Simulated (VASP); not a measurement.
Given:

```
CsPbBr3
1.0
    5.93002     0.00000     0.00000
    0.00000     5.93002     0.00000
    0.00000     0.00000     5.93002
Cs Pb Br
1 1 3
Direct
  0.00000   0.00000   0.00000
  0.50000   0.50000   0.50000
  0.50000   0.00000   0.50000
  0.00000   0.50000   0.50000
  0.50000   0.50000   0.00000
```

These are PBE GGA with D3 dispersion (Becke-Johnson damping), VASP's PBE PAW potentials (set 64) (plane waves; VASP) values and carry that method's errors. Settings: 520 eV cut-off, Gaussian smearing of 0.050 eV, potentials Cs_sv Pb_d Br.

Unless said otherwise, spin-orbit coupling is left out, though it shifts the bands of the heavy elements here.

Q: Give the energies of bands 13 to 25 at the high-symmetry points, in eV from the valence-band maximum.

A: 
```tsv
band	Γ	X	M	R
13	-6.91	-7.60	-8.13	-8.18
14	-4.08	-3.98	-3.84	-2.65
15	-4.08	-3.98	-2.83	-2.65
16	-4.08	-2.59	-2.25	-2.65
17	-1.97	-2.11	-2.25	-2.10
18	-1.97	-2.11	-2.18	-2.10
19	-1.97	-2.09	-2.18	-1.51
20	-1.86	-1.96	-2.11	-1.51
21	-1.86	-1.96	-1.52	-1.51
22	-1.86	-1.33	-0.66	0.00
23	3.14	2.63	2.17	1.65
24	4.28	4.55	2.17	1.65
25	4.28	5.17	4.90	1.65
```

The gap is direct, 1.65 eV, from the valence maximum at R to the conduction minimum at R.

The compound is CsPbBr3 in the cubic perovskite structure, the ideal cubic form; the compound distorts at low or room temperature. It was relaxed first.
